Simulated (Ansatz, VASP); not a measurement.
# AlNi3 in two plane-wave programs

One calculation is typed for both programs; each brings its own data sets. How far apart do they land? The cell is taken from a series of runs on this material, whose earlier steps may have relaxed, scaled, displaced or heated it; both programs get it as it stands.

Program: Ansatz 0.2.0. Level of theory: plane waves, with VASP 6.6.1 beside it; single point at PBE. Results are calculated unless marked as measured.

**1. Set-up**

The structure is cubic, space group Pm-3m (No. 221). Conventional cell: a = 3.298 Å, b = 3.298 Å, c = 3.298 Å, α = 90.00°, β = 90.00°, γ = 90.00°. Al has 12 Ni at 2.33 Å nearest. Nearest to Ni lie 4 Al at 2.33 Å and 8 Ni at 2.33 Å. Farther neighbours are not listed.

Structure file:

```xyz
4
Lattice="3.2975 0.0000 0.0000 0.0000 3.2975 0.0000 0.0000 0.0000 3.2975" Properties=species:S:1:pos:R:3 pbc="T T T"
Al    0.0000    0.0000    0.0000
Ni    0.0000    1.6488    1.6488
Ni    1.6488    0.0000    1.6488
Ni    1.6488    1.6488    0.0000
```

**2. VASP: single point, PBE, pair 1**

With cell and atoms fixed, the geometry can't cause a difference; cores, projectors, grids and the points listed under the comparison can.

Lines of VASP's logs that name or quote its potential files are left out, and so is its time.

Contents of INCAR:

```
SYSTEM = AlNi3
PREC = Accurate
ENCUT = 600
EDIFF = 1E-06
NELM = 120
ISMEAR = -1
SIGMA = 0.05
LREAL = .FALSE.
ALGO = Normal
GGA = PE
NBANDS = 22
LASPH = .TRUE.
LORBIT = 11
LWAVE = .FALSE.
LCHARG = .FALSE.
ISIF = 2
GGA_COMPAT = .FALSE.
KPAR = 2
```

Contents of POSCAR:

```
AlNi3
1.0
    3.2975445700      0.0000000000      0.0000000000
    0.0000000000      3.2975445700      0.0000000000
    0.0000000000      0.0000000000      3.2975445700
Al Ni
1 3
Direct
    0.0000000000      0.0000000000      0.0000000000
    0.0000000000      0.5000000000      0.5000000000
    0.5000000000      0.0000000000      0.5000000000
    0.5000000000      0.5000000000      0.0000000000
```

Contents of KPOINTS:

```
Automatic mesh
0
Gamma
12 12 12
0 0 0
```

Potentials, in the order of the species: Al and Ni (PBE family, release 64).

On the command line:

```
$ mpirun -np 2 vasp_std
```

Numbers of over 12 decimals in the logs are rounded to 6 here.

Log:

```text
[banner, memory and clock lines left out]
running    2 mpi-ranks, on    1 nodes
 distrk:  each k-point on    1 cores,    2 groups
 distr:  one band on    1 cores,    1 groups

 POSCAR found type information on POSCAR AlNi
 POSCAR found :  2 types and       4 ions
 LDA part: xc-table for (Slater+PW92), standard interpolation
 POSCAR, INCAR and KPOINTS ok, starting setup
 FFT: planning ... GRIDC
 FFT: planning ... GRID_SOFT
 FFT: planning ... GRID
 WAVECAR not read
 entering main loop
       N       E                     dE             d eps       ncg     rms          rms(c)
DAV:   1     0.209956686301E+03    0.20996E+03   -0.15984E+04  3792   0.226E+03
DAV:   2    -0.140605391719E+02   -0.22402E+03   -0.21264E+03  3696   0.376E+02
DAV:   3    -0.244619476847E+02   -0.10401E+02   -0.99868E+01  4158   0.112E+02
DAV:   4    -0.246252844892E+02   -0.16334E+00   -0.16321E+00  4452   0.126E+01
DAV:   5    -0.246307019432E+02   -0.54175E-02   -0.54173E-02  4580   0.216E+00    0.237E+01
DAV:   6    -0.233242289349E+02    0.13065E+01   -0.42865E+01  4166   0.120E+02    0.159E+01
DAV:   7    -0.203212287105E+02    0.30030E+01   -0.12581E+01  4192   0.639E+01    0.468E+00
DAV:   8    -0.201976654083E+02    0.12356E+00   -0.23432E-01  4846   0.612E+00    0.157E+00
DAV:   9    -0.201758117740E+02    0.21854E-01   -0.20384E-02  5112   0.215E+00    0.163E-01
DAV:  10    -0.201755349583E+02    0.27682E-03   -0.15303E-03  3888   0.380E-01    0.109E-01
DAV:  11    -0.201755322261E+02    0.27322E-05   -0.68746E-05  5758   0.103E-01    0.385E-02
DAV:  12    -0.201755189612E+02    0.13265E-04   -0.15862E-05  4274   0.686E-02    0.106E-02
DAV:  13    -0.201755200550E+02   -0.10939E-05   -0.12508E-06  2672   0.134E-02    0.214E-03
DAV:  14    -0.201755203279E+02   -0.27286E-06   -0.19040E-07  2058   0.617E-03
   1 F= -.20175520E+02 E0= -.20159349E+02  d E =-.323424E-01
```

OUTCAR, selected parts (step 2):

```text
ion  position               nearest neighbor table
   1  0.000  0.000  0.000-   2 2.33   3 2.33   4 2.33   2 2.33   3 2.33   2 2.33   4 2.33   2 2.33
                             3 2.33   4 2.33   3 2.33   4 2.33
   2  0.000  0.500  0.500-   1 2.33   3 2.33   4 2.33   1 2.33   4 2.33   1 2.33   3 2.33   1 2.33
                             3 2.33   4 2.33   4 2.33   3 2.33
   3  0.500  0.000  0.500-   1 2.33   2 2.33   4 2.33   1 2.33   4 2.33   2 2.33   4 2.33   4 2.33
                             1 2.33   2 2.33   1 2.33   2 2.33
   4  0.500  0.500  0.000-   1 2.33   2 2.33   3 2.33   2 2.33   3 2.33   1 2.33   3 2.33   3 2.33
                             1 2.33   2 2.33   2 2.33   1 2.33

  LATTYP: Found a simple cubic cell.
 ALAT       =     3.2975445700

 Subroutine GETGRP returns: Found 48 space group operations
 (whereof 48 operations were pure point group operations)

The static configuration has the point symmetry O_h .

 Found     84 irreducible k-points:

   k-points           NKPTS =     84   k-points in BZ     NKDIM =     84   number of bands    NBANDS=     22

   dimension x,y,z NGX =    28 NGY =   28 NGZ =   28
   dimension x,y,z NGXF=    56 NGYF=   56 NGZF=   56

   ENCUT  =  600.0 eV  44.10 Ry    6.64 a.u.   6.59  6.59  6.59*2*pi/ulx,y,z

   NELECT =      33.0000    total number of electrons

 k-points in reciprocal lattice and weights: Automatic mesh
   0.00000000  0.00000000  0.00000000       0.001
   0.08333333  0.00000000  0.00000000       0.003
   0.16666667  0.00000000  0.00000000       0.003
   0.25000000  0.00000000  0.00000000       0.003
   0.33333333  0.00000000  0.00000000       0.003
   0.41666667  0.00000000  0.00000000       0.003
   0.50000000  0.00000000  0.00000000       0.002
   0.08333333  0.08333333  0.00000000       0.007
   0.16666667  0.08333333  0.00000000       0.014
[...]
0.50000000  0.50000000  0.41666667       0.003
   0.50000000  0.50000000  0.50000000       0.001

 average (electrostatic) potential at core
       1 -66.3031       2 -78.5757       3 -78.5757       4 -78.5757

 E-fermi :  12.9768

 k-point     1 :       0.0000    0.0000    0.0000
  band No.  band energies     occupation
    ...
      9      11.2595      2.00000
     10      11.2595      2.00000
     11      12.3786      1.99999
     12      12.3786      1.99999
     13      12.8840      1.72973
     14      13.2400      0.01029
     15      13.2400      0.01029
     16      13.2400      0.01029
     17      13.9209      0.00000
     18      13.9209      0.00000
    ...

 k-point     2 :       0.0833    0.0000    0.0000
  band No.  band energies     occupation
    ...
     11      12.3100      2.00000
     12      12.3801      1.99999
     13      12.8390      1.88059
     14      12.8835      1.73193
     15      12.8835      1.73193
     16      13.2402      0.01027
     17      13.5620      0.00002
     18      14.3993      0.00000
     19      14.3993      0.00000
     20      20.9237      0.00000
    ...

 k-point     3 :       0.1667    0.0000    0.0000
  band No.  band energies     occupation
    ...
     12      12.3800      1.99999
     13      12.4277      1.99997
     14      12.4277      1.99997
     15      12.7089      1.99063
     16      12.8113      1.92960
     17      13.2405      0.01020
     18      15.2139      0.00000
     19      15.2139      0.00000
     20      20.8171      0.00000
     21      21.7727      0.00000
    ...

  Total       16.2164935     16.2164935     16.2164935      0.0000000      0.0000000     -0.0000000
  in kB      724.5952976    724.5952976    724.5952976      0.0000000      0.0000000     -0.0000000
  external PRESSURE =     724.5952976 kB  Pullay stress =       0.0000000 kB

  energy-cutoff  :      600.00
  volume of cell :       35.86
      direct lattice vectors                 reciprocal lattice vectors
     3.297544570  0.000000000  0.000000000     0.303255947  0.000000000  0.000000000
     0.000000000  3.297544570  0.000000000     0.000000000  0.303255947  0.000000000
     0.000000000  0.000000000  3.297544570     0.000000000  0.000000000  0.303255947

 POSITION                                       TOTAL-FORCE (eV/Angst)
 -----------------------------------------------------------------------------------
      0.00000      0.00000      0.00000         0.000000      0.000000      0.000000
      0.00000      1.64877      1.64877         0.000000      0.000000      0.000000
      1.64877      0.00000      1.64877         0.000000      0.000000      0.000000
      1.64877      1.64877      0.00000         0.000000      0.000000      0.000000
 -----------------------------------------------------------------------------------
    total drift:                                0.000000      0.000000      0.000000

  FREE ENERGIE OF THE ION-ELECTRON SYSTEM (eV)
  ---------------------------------------------------
  free  energy   TOTEN  =       -20.1755203279 eV

  energy  without entropy=      -20.1431779549  energy(sigma->0) =      -20.15934914

 total charge
# of ion       s       p       d       tot
------------------------------------------
    1        0.447   0.507   0.000   0.953
    2        0.610   0.763   8.534   9.907
    3        0.610   0.763   8.534   9.907
    4        0.610   0.763   8.534   9.907
--------------------------------------------------
tot          2.276   2.794  25.603  30.673

[... 3 further parts left out ...]
```

The run ends at a pressure of 72.46 GPa.

**3. Ansatz: single point, PBE, pair 1**

Ansatz runs on its PAW soft_1 files.

The same cell, functional, mesh and smearing now go to Ansatz.

Contents of input.yaml:

```yaml
crystal:
  lattice:
    - [3.29754457, 0.0, 0.0]
    - [0.0, 3.29754457, 0.0]
    - [0.0, 0.0, 3.29754457]
  atoms:
    - { symbol: Al, position: [0.0, 0.0, 0.0] }
    - { symbol: Ni, position: [0.0, 0.5, 0.5] }
    - { symbol: Ni, position: [0.5, 0.0, 0.5] }
    - { symbol: Ni, position: [0.5, 0.5, 0.0] }
kpoints:
  mp_grid: { grid: [12, 12, 12] }
hamiltonian:
  xc: pbe
  pseudopotentials: { kind: paw, azcp: { folder: soft_1 } }
scf:
  occupations: { method: fermi_dirac, width: 0.05 }
  max_iter: 120
  convergence: { dr2_threshold: 1.0e-08 }
basis:
  ecutwfc: 420.0
output:
  stress: true
```

On the command line:

```
$ ansatz run input.yaml --threads 1 --pin off --max-ram 2560MiB --backend cpu --events-out ev --progress --plain --runs-dir out
```

Log:

```text
Warning: output.stress: scf.convergence.dr2_threshold = 1e-8 eV is looser than the 4e-10 eV advised for a printed stress (1e-10 eV for each atom of the cell: 4). What an SCF threshold leaves in a stress goes as its square root, and in the free energy as the threshold itself, and one threshold admits the most on a small cell: [figures from the program's tests cut] Set scf.convergence.dr2_threshold to 4e-10 eV or tighter. The threshold is an SCF's pass mark: one that does not reach it within its budget of iterations ends unconverged, or closes short of it on a stop that the run arms, and scf.convergence.dr2_threshold's page says what that costs each kind of run
Engine: ansatz 0.2.0, x86_64-unknown-linux-gnu
Pseudopotentials: kind: paw
Pseudopotential: Al, paw, valence charge 3, recommended cutoff 420 eV (normal), soft_1/Al.paw.azcp
Pseudopotential: Ni, paw, valence charge 18, recommended cutoff 420 eV (normal), soft_1/Ni.paw.azcp
Functional definition: PBE
  parameter kappa = 0.804
  parameter beta = 0.066725
  exchange = pbe_x(kappa = kappa, mu = beta*pi^2/3)
  correlation = pbe_c(beta = beta)
Crystal: 4 atoms, lattice volume = 35.857 Å³
Basis set: ecut = 420 eV, 739 PW (Γ)
Bands: 34, of which v1, the nominal top of the filled ones, is band 29 counted from 1 (28 counted from 0)
Symmetry: 48 space group operations
Space group: Pm-3m (ITA 221), of the structure as read, at distance tolerance 3.3e-5 Å
k-points: 84 of 1728
Non-local potential: Al, projectors of the file, l = 0: 2, l = 1: 2, l = 2: 1
Non-local potential: Ni, projectors of the file, l = 0: 3, l = 1: 2, l = 2: 3, l = 3: 1
PAW form: soft (Blöchl's): semilocal exchange-correlation on the pseudo side does not see the compensation charge
PAW one-centre angular grid: Al, 110 points (default); XC on 64 Gauss nodes
PAW one-centre angular grid: Ni, 590 points (default); XC on 64 Gauss nodes
Initial density: superposition of atomic densities (chi_scale 0.1, normalization cell, long waves kept (reshape's long-wave potential 0.00 eV rms))
Initial wavefunctions: pseudopotential atomic-orbital guess
Functional: x = pbe(κ = 0.804, μ = 0.219515), c = pbe(β = 0.066725)
SCF iter   1: F=—  HF=-18057.033404 eV  |F-HF|=—  |Δ(HF+E_count)|=         —  Δρ=3.49e-2  dr2=4.07e-1  ethr=3.10e-3  ⟨swp⟩=5.7  Hψ=10438  notcnv=0
preconditioner: auto → Kerker (q_TF=auto, 2.947 Å⁻¹)  [metal: Δε(μ)=0.017 eV  Ē_g=8.460 eV  σ=0.050 eV  W_gap=0.08  n_scr=18 (ndim 8)  ℏωp=35.6 eV  f_vac=0.000  D(μ)=3.87/eV (n_scr^D=56)]
SCF iter   2: F=—  HF=-18056.833103 eV  |F-HF|=—  |Δ(HF+E_count)|=   2.00e-1  Δρ=2.41e-2  dr2=2.56e-1  ethr=7.15e-4  ⟨swp⟩=2.4  Hψ=4029  notcnv=0  defer=61
SCF iter   3: F=—  HF=-18056.695535 eV  |F-HF|=—  |Δ(HF+E_count)|=   1.38e-1  Δρ=9.95e-3  dr2=5.30e-2  ethr=4.48e-4  ⟨swp⟩=2.8  Hψ=4801  notcnv=0  defer=61
SCF iter   4: F=—  HF=-18056.677459 eV  |F-HF|=—  |Δ(HF+E_count)|=   1.81e-2  Δρ=7.01e-3  dr2=8.38e-3  ethr=9.29e-5  ⟨swp⟩=2.4  Hψ=4768  notcnv=0  defer=61
SCF iter   5: F=—  HF=-18056.676947 eV  |F-HF|=—  |Δ(HF+E_count)|=   5.12e-4  Δρ=8.54e-4  dr2=3.37e-4  ethr=1.47e-5  ⟨swp⟩=2.1  Hψ=5528  notcnv=0  defer=60
SCF iter   6: F=—  HF=-18056.676570 eV  |F-HF|=—  |Δ(HF+E_count)|=   3.76e-4  Δρ=2.31e-4  dr2=2.08e-5  ethr=5.91e-7  ⟨swp⟩=2.1  Hψ=5225  notcnv=0  defer=60
SCF iter   7: F=—  HF=-18056.676541 eV  |F-HF|=—  |Δ(HF+E_count)|=   2.91e-5  Δρ=6.95e-5  dr2=2.45e-6  ethr=3.64e-8  ⟨swp⟩=2.3  Hψ=5303  notcnv=0  defer=60
SCF iter   8: F=—  HF=-18056.676535 eV  |F-HF|=—  |Δ(HF+E_count)|=   5.94e-6  Δρ=2.17e-5  dr2=1.49e-7  ethr=4.30e-9  ⟨swp⟩=2.6  Hψ=5004  notcnv=0  defer=60
SCF iter   9: F=-18056.676535 eV  HF=-18056.676535 eV  |F-HF|=2.31e-9  |Δ(HF+E_count)|=   4.19e-8  Δρ=3.54e-6  dr2=3.66e-9  ethr=1.75e-11  ⟨swp⟩=4.7  Hψ=14133  notcnv=0
SCF 1 converged in 9 iterations: F = -18056.676535 eV  dr2 = 3.66e-9
  greatest PAW one-centre occupation: 1.000 electrons in one spin orbital (limit 2), on the Ni atom at site 1 (counted from 0), in its partial waves of l = 1
SCF converged after 9 iterations
Free energy (F): -18056.676535 eV
Harris-Foulkes:  -18056.676535 eV  (|F-HF|=2.31e-9)
Internal energy: -18056.643894 eV  (E = F + TS)
E sigma→0 (E₀):  -18056.660215 eV
Entropy (-TS):   -0.032641 eV (-8.160 meV/atom)
Fermi energy:    20.699370 eV
--- Per-component energies (eV) ---
  E_band       = -689.550861
  E_kinetic    = 1072.398253
  E_local      = -8855.819898  (includes V_loc(G=0)·N_el)
  E_nonlocal   = -342.799344
  E_hartree    = 4862.260321
  E_xc         = -387.996236
  E_vxc        = -481.742882  (∫ρ·V_xc dr)
  E_paw        = -5442.864882  (= ΣΔE_a)
  E_vpaw       = -1806.110377  (= ΣTr[D̂ρ^β])
  E_aug_tail   = 0.002351  (compensation charges beyond the density's cutoff)
  E_ewald      = -8961.824459
  E_smearing   = -0.032641  (= −TS)
  E_closure    = -0.000000  (closes the sum)
  Σ components = -18056.676535   (vs F -18056.676535, Δ=0.00e0)
--- Stress (GPa, compression-positive) ---
       72.860149       0.000000       0.000000
        0.000000      72.860149       0.000000
        0.000000       0.000000      72.860149
  P = ⅓ Tr σ = 72.8601 GPa (728.601 kbar)
```

The run ends at a pressure of 72.86 GPa.

**4. Differences**

Known differences besides the potentials themselves: the data sets hold 57 valence electrons in Ansatz (on its PAW soft_1 files) and 33 in VASP; the cutoff is 420 eV in Ansatz and 600 eV in VASP. Total energies have different zeros and are not compared.

The two programs side by side:

| quantity | Ansatz | VASP | difference |
| --- | --- | --- | --- |
| pressure (GPa) | 72.86 | 72.46 | +0.40 |

**5. VASP: single point, PBE, pair 2**

A single point gives forces, pressure and levels at one fixed geometry, so differences don't come from the geometry; what else differs is listed under the comparison. The cell compared in this pair holds 38.48 Å³, against 35.86 Å³ for the pair before.

INCAR is that of step 2.

Contents of POSCAR:

```
AlNi3
1.0
    3.3760868800      0.0000000000      0.0000000000
    0.0000000000      3.3760868800      0.0000000000
    0.0000000000      0.0000000000      3.3760868800
Al Ni
1 3
Direct
    0.0000000000      0.0000000000      0.0000000000
    0.0000000000      0.5000000000      0.5000000000
    0.5000000000      0.0000000000      0.5000000000
    0.5000000000      0.5000000000      0.0000000000
```

KPOINTS is that of step 2.

On the command line:

```
$ mpirun -np 2 vasp_std
```

Log:

```text
[... set-up lines as in an earlier step ...]
 entering main loop
       N       E                     dE             d eps       ncg     rms          rms(c)
DAV:   1     0.207937823788E+03    0.20794E+03   -0.16019E+04  3720   0.221E+03
DAV:   2    -0.149861856814E+02   -0.22292E+03   -0.21196E+03  3708   0.372E+02
DAV:   3    -0.253814964827E+02   -0.10395E+02   -0.99310E+01  4104   0.111E+02
DAV:   4    -0.255414451078E+02   -0.15995E+00   -0.15974E+00  4514   0.123E+01
[...]
DAV:  12    -0.211087752278E+02    0.37114E-05   -0.83327E-06  4200   0.337E-02    0.749E-03
DAV:  13    -0.211087737017E+02    0.15260E-05   -0.56919E-07  2200   0.905E-03    0.532E-03
DAV:  14    -0.211087740418E+02   -0.34002E-06   -0.21086E-07  1974   0.451E-03
   1 F= -.21108774E+02 E0= -.21091105E+02  d E =-.353375E-01
```

OUTCAR, selected parts (step 5):

```text
  Total       10.3506612     10.3506612     10.3506612      0.0000000      0.0000000     -0.0000000
  in kB      430.9608628    430.9608628    430.9608628      0.0000000      0.0000000     -0.0000000
  external PRESSURE =     430.9608628 kB  Pullay stress =       0.0000000 kB

 POSITION                                       TOTAL-FORCE (eV/Angst)
 -----------------------------------------------------------------------------------
      0.00000      0.00000      0.00000         0.000000      0.000000      0.000000
      0.00000      1.68804      1.68804         0.000000      0.000000      0.000000
      1.68804      0.00000      1.68804         0.000000      0.000000      0.000000
      1.68804      1.68804      0.00000         0.000000      0.000000      0.000000
 -----------------------------------------------------------------------------------
    total drift:                                0.000000      0.000000      0.000000

  FREE ENERGIE OF THE ION-ELECTRON SYSTEM (eV)
  ---------------------------------------------------
  free  energy   TOTEN  =       -21.1087740418 eV

  energy  without entropy=      -21.0734365113  energy(sigma->0) =      -21.09110528

[... 1 part as in an earlier step ...]

[... 2 further parts left out ...]
[key lines of the parts left out:]
E-fermi :  11.8085
```

The run ends at a pressure of 43.10 GPa.

**6. Ansatz: single point, PBE, pair 2**

The same cell, functional, mesh and smearing now go to Ansatz.

The cell is taken from a series of runs on this material, whose earlier steps may have relaxed, scaled, displaced or heated it; both programs get it as it stands.

input.yaml: that of step 3 with these lines changed.

```diff
@@ -2,5 +2,5 @@
   lattice:
-    - [3.29754457, 0.0, 0.0]
-    - [0.0, 3.29754457, 0.0]
-    - [0.0, 0.0, 3.29754457]
+    - [3.37608688, 0.0, 0.0]
+    - [0.0, 3.37608688, 0.0]
+    - [0.0, 0.0, 3.37608688]
   atoms:
```

On the command line:

```
$ ansatz run input.yaml --threads 1 --pin off --max-ram 2560MiB --backend cpu --events-out ev --progress --plain --runs-dir out
```

Log:

```text
[...]
Crystal: 4 atoms, lattice volume = 38.481 Å³
Basis set: ecut = 420 eV, 739 PW (Γ)
Bands: 34, of which v1, the nominal top of the filled ones, is band 29 counted from 1 (28 counted from 0)
Symmetry: 48 space group operations
[...]
k-points: 84 of 1728
[...]
SCF iter   1: F=—  HF=-18057.974250 eV  |F-HF|=—  |Δ(HF+E_count)|=         —  Δρ=3.70e-2  dr2=5.67e-1  ethr=3.10e-3  ⟨swp⟩=5.7  Hψ=10429  notcnv=0
[...]
SCF iter   9: F=-18057.614251 eV  HF=-18057.614251 eV  |F-HF|=1.93e-9  |Δ(HF+E_count)|=   3.15e-8  Δρ=3.99e-6  dr2=3.11e-9  ethr=1.75e-11  ⟨swp⟩=4.8  Hψ=14249  notcnv=0
SCF 1 converged in 9 iterations: F = -18057.614251 eV  dr2 = 3.11e-9
[...]
SCF converged after 9 iterations
Free energy (F): -18057.614251 eV
[...]
Internal energy: -18057.578624 eV  (E = F + TS)
E sigma→0 (E₀):  -18057.596438 eV
Entropy (-TS):   -0.035628 eV (-8.907 meV/atom)
Fermi energy:    19.021880 eV
[...]
--- Stress (GPa, compression-positive) ---
       43.342748       0.000000       0.000000
        0.000000      43.342748       0.000000
        0.000000       0.000000      43.342748
  P = ⅓ Tr σ = 43.3427 GPa (433.427 kbar)
```

The run ends at a pressure of 43.34 GPa.

**7. Side by side**

What differs besides the data sets and the points named for the pairs above, as far as they apply: the data sets hold 57 valence electrons in Ansatz (on its PAW soft_1 files) and 33 in VASP. Total energies have different zeros and are not compared.

Both answers:

| quantity | Ansatz | VASP | difference |
| --- | --- | --- | --- |
| pressure (GPa) | 43.34 | 43.10 | +0.25 |

(Part 1 of 2 ends here.)

[Lines on the potential files, build, host, timing and source positions are cut from VASP's logs without a mark.]

[Logs are printed without paths, hosts, clocks, repeated set-up lines and the standing remarks that a program may print on its own settings, such as how far it seeks lower states.]

[Hosts, paths, dates, database ids (printed as entryN), source tags and the programs' standing remarks are cut or masked in the printed files.]
